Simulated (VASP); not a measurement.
# BBrCl₂, self-consistent run: which settings are enough?

BBrCl₂, molecule in box, 4 atoms in the cell. PBE0; PAW potentials Cl, B, Br (PBE set). VASP 6.6.1. The cell is changed on purpose: last atom moved by 0.08 Å along z.

Wanted: energy within 2 meV/atom; forces within 0.01 eV/Å.

What the run is for: forces; Accuracy asked: standard.

POSCAR:
```
BBrCl2
1.0
   11.0000000000      0.0000000000      0.0000000000
    0.0000000000     12.0000000000      0.0000000000
    0.0000000000      0.0000000000     12.0000000000
Cl B Br
2 1 1
Direct
    0.5734636400      0.5859208300      0.6152666700
    0.5609363600      0.3904875000      0.4589000000
    0.5239272700      0.5272458300      0.4912083300
    0.4289000000      0.6130125000      0.3970666700
```

The series start from Plane-wave cutoff (eV): 420; FFT grid for exact exchange (PRECFOCK): Normal; Precision mode (PREC): Accurate; Electronic threshold (eV): 1e-6; Bands in all (NBANDS): 24; Aspherical gradient terms in the spheres (LASPH): yes; Projection operators (LREAL): Auto, ROPT -0.00025; Electronic algorithm: ALGO=Normal; Treatment of q = 0 in exact exchange (HFRCUT): HFRCUT=-1. Each series keeps the choices made before it, and each single choice may use up half of a tolerance. Times cover all steps of a run.

## Plane-wave cutoff (eV)

| Plane-wave cutoff (eV) | Energy less reference (meV/atom) | Forces, largest deviation (eV/Å) | Time (s) |
|---|---|---|---|
| 320 | 1.0 | 0.012 | 94 |
| 370 | -0.2 | 0.009 | 137 |
| 420 | 0.0 | 0.008 | 154 |
| 480 | 0.4 | 0.004 | 261 |
| 580 (reference) | 0.0 | 0.000 | 455 |

Chosen: 480, the loosest value from which every tighter one stays within half of the tolerance.

## FFT grid for exact exchange (PRECFOCK)

| FFT grid for exact exchange (PRECFOCK) | Energy less reference (meV/atom) | Forces, largest deviation (eV/Å) | Time (s) |
|---|---|---|---|
| Fast | 0.2 | 0.000 | 242 |
| Normal | 0.0 | 0.000 | 261 |
| Accurate (reference) | 0.0 | 0.000 | 297 |

Chosen: Fast.

## Precision mode (PREC)

| Precision mode (PREC) | Energy less reference (meV/atom) | Forces, largest deviation (eV/Å) | Time (s) |
|---|---|---|---|
| SingleN | 0.4 | 0.013 | 56 |
| Normal | 0.0 | 0.003 | 85 |
| Single | 0.1 | 0.002 | 142 |
| Accurate (reference) | 0.0 | 0.000 | 242 |

Chosen: Normal.

## Electronic threshold (eV)

| Electronic threshold (eV) | Energy less reference (meV/atom) | Forces, largest deviation (eV/Å) | Time (s) |
|---|---|---|---|
| 0.001 | 0.0 | 0.021 | 75 |
| 0.0001 | 0.0 | 0.003 | 90 |
| 1e-5 | 0.0 | 0.006 | 90 |
| 1e-6 | 0.0 | 0.003 | 85 |
| 1e-7 | 0.0 | 0.000 | 235 |
| 1e-8 (reference) | 0.0 | 0.000 | 227 |

Chosen: 1e-6.

## Bands in all (NBANDS)

| Bands in all (NBANDS) | Energy less reference (meV/atom) | Forces, largest deviation (eV/Å) | Time (s) |
|---|---|---|---|
| 13 | 0.0 | 0.003 | 79 |
| 14 | 0.0 | 0.003 | 104 |
| 16 | 0.0 | 0.003 | 98 |
| 18 | 0.0 | 0.003 | 88 |
| 24 | 0.0 | 0.000 | 85 |
| 36 (reference) | 0.0 | 0.000 | 82 |

Chosen: 13.

The choices weren't compared together with a run at all the tightest settings, so their joint error isn't shown.

## The input

INCAR.step1:
```
SYSTEM = BBrCl2
ALGO = Normal
EDIFF = 1E-5
EFERMI = MIDGAP
ENCUT = 480
GGA = PE
GGA_COMPAT = .False.
ISIF = 0
ISMEAR = 0
LASPH = .True.
LCHARG = .False.
LREAL = Auto
LWAVE = .True.
NBANDS = 13
NELM = 120
NELMDL = -8
PREC = Normal
ROPT = -0.00025 -0.00025 -0.00025
SIGMA = 0.03
```

INCAR.step2, as INCAR.step1 but for:
```
- EDIFF = 1E-5
- LWAVE = .True.
+ AEXX = 0.25
+ EDIFF = 1E-6
+ HFRCUT = -1
+ ISTART = 1
+ LHFCALC = .True.
+ LWAVE = .False.
+ PRECFOCK = Fast
```

KPOINTS:
```
k-points
0
Gamma
  1 1 1
```

Commands (each step's output is kept before the next begins):
```
cat potpaw_PBE.64/Cl/POTCAR potpaw_PBE.64/B/POTCAR potpaw_PBE.64/Br/POTCAR > POTCAR
cp INCAR.step1 INCAR
mpirun -np 1 vasp_gam > vasp.out
cp INCAR.step2 INCAR
mpirun -np 1 vasp_gam > vasp.out
```

The chosen input took VASP 6.6.1 79 s on 1 core (AMD EPYC 7R43 (Zen 3)), a shared host.

## An input that fails: an algorithm that hybrids lack

It ran out of time.

Changes against the starting input:
```
(step 2)
- ALGO = Normal
- NELM = 120
+ ALGO = VeryFast
+ NELM = 79
```
